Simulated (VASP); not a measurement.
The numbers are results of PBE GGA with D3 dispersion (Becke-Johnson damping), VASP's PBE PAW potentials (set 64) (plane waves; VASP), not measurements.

Input for VASP

File POSCAR:
```
ZrO2
3.5991740
  0.0000000000   0.7071066861   0.7071066861
  0.7071066861   0.0000000000   0.7071066861
  0.7071066861   0.7071066861   0.0000000000
Zr O
1 2
Direct
  0.0000000000   0.0000000000   0.0000000000
  0.2500000000   0.2500000000   0.2500000000
  0.7500000000   0.7500000000   0.7500000000
```

**INCAR**
```
# general
SYSTEM  = ZrO2
PREC    = Accurate
ENCUT   = 520   # plane-wave cut-off (eV)
LREAL   = F   # projection in real space or not
LASPH   = T

# electronic loop
EDIFF   = 1E-7   # SCF stop (eV)
NELM    = 100   # most electronic steps
ALGO    = Normal   # blocked Davidson
LMAXMIX = 4

# smearing
ISMEAR  = 0
SIGMA   = 0.05   # width (eV)

# functional
GGA     = PE
IVDW    = 12   # D3, Becke-Johnson

# ions
ISIF    = 2

# output
LWAVE   = F
LCHARG  = F
```

**KPOINTS**
```
Regular mesh
0
gamma
 8 8 8
```

POTCAR, in this order: Zr_sv O (PBE.64 set). Program: vasp_std.

Q: What will the output report for the number of irreducible k-points (NKPTS), largest plane-wave count, number of space-group operations, FFT grid (NGX, NGY, NGZ)?

A: 
```
Property                                      Result
--------------------------------------  ------------
number of irreducible k-points (NKPTS)            29
largest plane-wave count                         905
number of space-group operations                  48
FFT grid (NGX, NGY, NGZ)                28 × 28 × 28
```

The compound is ZrO2 in the fluorite structure, the high-temperature cubic form, which is unstable at 0 K; the monoclinic form is the stable one. The cell was not relaxed at this level.
